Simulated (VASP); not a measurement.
Given:

```
CsSnI3
1.0
    6.23767     0.00000     0.00000
    0.00000     6.23767     0.00000
    0.00000     0.00000     6.23767
Cs Sn I
1 1 3
Direct
  0.00000   0.00000   0.00000
  0.50000   0.50000   0.50000
  0.50000   0.00000   0.50000
  0.00000   0.50000   0.50000
  0.50000   0.50000   0.00000
```

These are PW91 GGA, VASP's PBE PAW potentials (set 64) (plane waves; VASP 6.6.1) values and carry that method's errors. Numerical set-up: 520 eV cut-off, Gaussian smearing of 0.050 eV, potentials Cs_sv Sn_d I.

Unless said otherwise, spin-orbit coupling is left out, though it shifts the bands of the heavy elements here.

### Question
What does the run give for the band gap (along the path) with the smallest direct gap where there is one?

### Answer

- band gap (along the path) = 0.36 eV
- smallest direct gap (along the path) = 0.36 eV

Only differences to runs with the same potentials and settings are physical.

The compound is CsSnI3 in the cubic perovskite structure, the ideal cubic form; the compound distorts at low or room temperature. It was relaxed first.
